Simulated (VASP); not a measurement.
Consider the following.

```
S2Si
1.0
   -2.72597     2.72597     4.25328
    2.72597    -2.72597     4.25328
    2.72597     2.72597    -4.25328
Si S
2 4
Direct
  0.75000   0.25000   0.50000
  0.00000   0.00000   0.00000
  0.09201   0.12500   0.46701
  0.87500   0.34201   0.96701
  0.65799   0.62500   0.53299
  0.37500   0.90799   0.03299
```

Calculation: LDA (Ceperley-Alder, Perdew-Zunger), VASP's LDA PAW potentials (set 64) (plane waves; VASP 6.6.1). Run with 300 eV cut-off, 7×7×7 Γ-centred mesh, Gaussian smearing of 0.010 eV, potentials Si S.

Give the energies of bands 6 to 19 at the high-symmetry points, in eV from the valence-band maximum.

| band | Γ | X | P | N | M | S | R |
|---|---|---|---|---|---|---|---|
| 6 | -5.13 | -7.03 | -6.94 | -5.60 | -6.66 | -6.18 | -6.77 |
| 7 | -5.13 | -4.06 | -4.50 | -4.92 | -4.20 | -4.53 | -4.28 |
| 8 | -4.27 | -4.06 | -4.50 | -4.29 | -4.20 | -4.21 | -4.28 |
| 9 | -4.10 | -3.22 | -2.74 | -2.85 | -2.40 | -3.12 | -3.08 |
| 10 | -3.44 | -3.22 | -2.74 | -2.77 | -2.40 | -2.85 | -3.08 |
| 11 | -1.92 | -1.89 | -1.91 | -2.43 | -2.01 | -2.05 | -2.02 |
| 12 | -1.45 | -1.89 | -1.91 | -2.31 | -2.01 | -1.80 | -2.02 |
| 13 | -1.45 | -0.78 | -0.61 | -1.11 | -1.93 | -1.72 | -0.93 |
| 14 | -0.51 | -0.78 | -0.61 | -1.04 | -1.93 | -0.79 | -0.93 |
| 15 | -0.51 | -0.24 | -0.54 | -0.35 | -0.19 | -0.59 | -0.24 |
| 16 | -0.14 | -0.24 | -0.54 | -0.21 | -0.19 | 0.00 | -0.24 |
| 17 | 2.93 | 3.91 | 4.06 | 3.82 | 3.56 | 3.29 | 3.83 |
| 18 | 4.36 | 3.91 | 4.06 | 4.57 | 3.56 | 3.87 | 3.83 |
| 19 | 4.52 | 4.63 | 4.46 | 4.65 | 3.57 | 4.18 | 4.84 |

The gap is indirect, 2.93 eV, from the valence maximum at S to the conduction minimum at Γ.

The structure comes from a computed database's SiS2 entry; how it stands against other phases isn't given here. The cell was not relaxed at this level.
